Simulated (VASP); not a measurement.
RbLi:

```
Rb Li
1.0
     5.39490    0.00000    0.00000
     0.00000    5.39490    0.00000
     0.00000    0.00000    4.13558
Rb Li
2 2
Direct
  0.00000 0.50000 0.18776
  0.50000 0.00000 0.81224
  0.00000 0.00000 0.50000
  0.50000 0.50000 0.50000
```

The cell was built by a generator and needn't be a form met in nature.

| Item | Value |
| --- | --- |
| Program | VASP 6.6.1 |
| Task | relaxation of cell and atoms |
| Functional | PBEsol |
| Potentials or basis | VASP PAW PBE potentials, release 64 (Rb_sv, Li_sv) |
| Cutoff | 600 eV |
| k mesh | 5 × 5 × 7 |
| Occupations | methfessel-paxton, width 0.2 eV |
| Spin | no spin polarisation |

At the start: pressure 7.4 GPa; volume 30.09 Å³/atom.

How do energy, volume and symmetry change on relaxing?

Over 27 steps the energy falls by 456.7 meV/atom and the volume is 48.41 Å³/atom (+60.9 %); space group P4/mmm (No. 123, to 0.05 Å).

The path:
```
step  energy change (eV)  largest force (eV/Å)  pressure (GPa)  volume (Å³)
   1              0.0000                0.7865            7.43       120.37
   2             -0.9707                0.5672            3.67       146.29
   3             -1.5619                0.3300            0.24       193.52
   4             -1.5724                0.3052           -0.08       200.93
   5             -1.5725                0.2992           -0.16       202.82
   6             -1.5868                0.2904           -0.14       201.79
   7             -1.6251                0.2618           -0.08       198.67
   8             -1.6835                0.2050            0.06       192.41
   9             -1.7297                0.0948            0.45       179.74
  10             -1.7512                0.0658            0.05       187.17
  11             -1.7539                0.0528           -0.12       190.89
  12             -1.7678                0.0428           -0.10       191.38
  13             -1.7956                0.0017           -0.01       192.38
  14             -1.7927                0.1254            0.09       192.26
  15             -1.8075                0.0488            0.04       192.66
  16             -1.8080                0.0790            0.06       192.62
  17             -1.8087                0.0693            0.06       192.65
  18             -1.8158                0.0619           -0.10       196.17
  19             -1.8163                0.0602           -0.13       197.29
  20             -1.8205                0.0526            0.01       193.47
  21             -1.8207                0.0515            0.03       192.72
  22             -1.8226                0.0416            0.02       193.08
  23             -1.8260                0.0139           -0.04       194.15
  24             -1.8263                0.0036           -0.05       194.56
  25             -1.8261                0.0045            0.10       191.14
  26             -1.8267                0.0001            0.02       192.95
  27             -1.8269                0.0011            0.00       193.64
```

Final structure:
```
CELL_PARAMETERS angstrom
6.28912 0.00000 0.00000
0.00000 6.28912 0.00000
0.00000 0.00000 4.89564
ATOMIC_POSITIONS crystal
Rb 0.00000 0.50000 0.00056
Rb 0.50000 0.00000 0.99944
Li 0.00000 0.00000 0.50000
Li 0.50000 0.50000 0.50000
```

Caveat: the cutoff is under 1.25 times the usual one of these potentials, so pressure, stress and relaxed cells hold a basis-set (Pulay) error; the volume moved by over 15 % at a fixed basis, so the end points are rough; the PAW data sets were made with another functional, which shifts forces and pressure a little.
